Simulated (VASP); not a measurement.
Output of a VASP run:

File OSZICAR:
```
       N       E                     dE             d eps       ncg     rms          rms(c)
DAV:   1    -0.733030262565E+01   -0.73303E+01   -0.40492E+03  3110   0.331E+02
DAV:   2    -0.733211243260E+02   -0.65991E+02   -0.60919E+02  3611   0.115E+02
DAV:   3    -0.761070190610E+02   -0.27859E+01   -0.27624E+01  3774   0.184E+01
DAV:   4    -0.761137015916E+02   -0.66825E-02   -0.66816E-02  3463   0.953E-01
DAV:   5    -0.761137141621E+02   -0.12570E-04   -0.12570E-04  3782   0.438E-02    0.152E+01
DAV:   6    -0.751469885060E+02    0.96673E+00   -0.54819E-01  3189   0.382E+00    0.921E+00
DAV:   7    -0.753311935361E+02   -0.18421E+00   -0.16656E-01  3289   0.185E+00    0.159E+00
DAV:   8    -0.753776231467E+02   -0.46430E-01   -0.14182E-01  3155   0.168E+00    0.626E-01
DAV:   9    -0.753782274300E+02   -0.60428E-03   -0.32508E-02  3131   0.838E-01    0.362E-01
DAV:  10    -0.754265353067E+02   -0.48308E-01   -0.22240E-02  3113   0.708E-01    0.488E-01
DAV:  11    -0.753909699633E+02    0.35565E-01   -0.73589E-03  3129   0.399E-01    0.244E-01
DAV:  12    -0.754008060480E+02   -0.98361E-02   -0.60786E-03  3146   0.371E-01    0.853E-02
DAV:  13    -0.754011657624E+02   -0.35971E-03   -0.10922E-03  3286   0.149E-01    0.606E-02
DAV:  14    -0.754011633353E+02    0.24271E-05   -0.69102E-06  3762   0.911E-03    0.564E-02
DAV:  15    -0.754011825182E+02   -0.19183E-04   -0.21742E-04  3122   0.727E-02    0.721E-02
DAV:  16    -0.754009001413E+02    0.28238E-03   -0.25166E-04  3123   0.766E-02    0.183E-02
DAV:  17    -0.754009430364E+02   -0.42895E-04   -0.15735E-05  3273   0.172E-02    0.112E-02
DAV:  18    -0.754009559901E+02   -0.12954E-04   -0.33465E-06  3487   0.893E-03    0.853E-03
DAV:  19    -0.754009676374E+02   -0.11647E-04   -0.36055E-07  3474   0.269E-03    0.348E-03
DAV:  20    -0.754009571458E+02    0.10492E-04   -0.20426E-07  3192   0.221E-03    0.194E-03
DAV:  21    -0.754009649375E+02   -0.77918E-05   -0.11094E-07  3179   0.157E-03    0.167E-03
DAV:  22    -0.754009611360E+02    0.38016E-05   -0.36772E-08  3176   0.890E-04    0.914E-04
DAV:  23    -0.754009616127E+02   -0.47671E-06   -0.23002E-08  3170   0.691E-04    0.407E-04
DAV:  24    -0.754009605494E+02    0.10633E-05   -0.12033E-09  1634   0.167E-04    0.167E-04
DAV:  25    -0.754009604600E+02    0.89387E-07   -0.24282E-10  1640   0.677E-05
   1 F= -.75400960E+02 E0= -.75400960E+02  d E =-.487336E-13
 imaginary and real dielectric function
```

**OUTCAR**
```
------------------------ aborting loop because EDIFF is reached ----------------------------------------
  FORCE on cell =-STRESS in cart. coord.  units (eV):
  Direction    XX          YY          ZZ          XY          YZ          ZX
  --------------------------------------------------------------------------------------
  Total       -0.0018388     -0.0018388     -0.0018388     -0.0000000     -0.0000000      0.0000000
  in kB       -0.0598091     -0.0598091     -0.0598091     -0.0000000     -0.0000000      0.0000000
  external PRESSURE =      -0.0598091 kB  Pullay stress =       0.0000000 kB
  volume of cell :       49.26
      direct lattice vectors                 reciprocal lattice vectors
     0.000000000  2.909509189  2.909509189    -0.171850291  0.171850291  0.171850291
     2.909509189  0.000000000  2.909509189     0.171850291 -0.171850291  0.171850291
     2.909509189  2.909509189  0.000000000     0.171850291  0.171850291 -0.171850291
 POSITION                                       TOTAL-FORCE (eV/Angst)
 -----------------------------------------------------------------------------------
      2.90951      2.90951      2.90951         0.000000     -0.000000     -0.000000
      0.00000      0.00000      0.00000        -0.000000      0.000000      0.000000
 -----------------------------------------------------------------------------------
    total drift:                                0.000000      0.000000      0.000000
  FREE ENERGIE OF THE ION-ELECTRON SYSTEM (eV)
  ---------------------------------------------------
  free  energy   TOTEN  =       -75.4009604600 eV

  energy  without entropy=      -75.4009604600  energy(sigma->0) =      -75.40096046

 plasma frequency squared (from intraband transitions) (eV^2)
  --------------------------------------------------------------------------------------
       0.000       0.000       0.000
       0.000       0.000       0.000
       0.000       0.000       0.000

 plasma frequency squared (from interband transitions, int dw w eps(2)(w)) (eV^2)
  --------------------------------------------------------------------------------------
     448.705       0.000       0.000       0.000       0.000       0.000
       0.000      -0.000     448.705       0.000      -0.000      -0.000
       0.000      -0.000      -0.000       0.000     448.705       0.000
```
(Selected blocks of OUTCAR.)

File POSCAR:
```
YbSe
1
    0.0000000000     2.9095091888     2.9095091888
    2.9095091888     0.0000000000     2.9095091888
    2.9095091888     2.9095091888     0.0000000000
Yb Se
1 1
Direct
  0.5000000000   0.5000000000   0.5000000000
  0.0000000000   0.0000000000   0.0000000000
```

Problem. Write an INCAR and KPOINTS that could have produced this output.

Solution. Several could match; the one computed here: the input of the run itself, SCAN meta-GGA, plane waves, VASP's PBE PAW potentials (set 64).

KPOINTS:
```
Automatic mesh
0
Gamma
10 10 10
0 0 0
```

INCAR:
```
SYSTEM = YbSe
PREC = Accurate; ENCUT = 400; LREAL = F
LASPH = T; NBANDS = 33
EDIFF = 1E-7; NELM = 100; ALGO = Normal
LMAXMIX = 6; LMIXTAU = T
ISMEAR = 0; SIGMA = 0.01
METAGGA = SCAN
LWAVE = F; LCHARG = F; NEDOS = 1001
LOPTICS = T; LPEAD = T; CSHIFT = 0.1
```

POTCAR, in this order: Yb_2 Se (PBE.64 set). Program: vasp_std.

The 4f electrons are frozen in the core of the lanthanide potential, so 4f levels, which can set the real gap, and their magnetism are missing.

The structure comes from a measured YbSe entry (Fm-3m) of the Crystallography Open Database, whose conditions weren't checked. It was relaxed first, which changed the volume by -6 %.
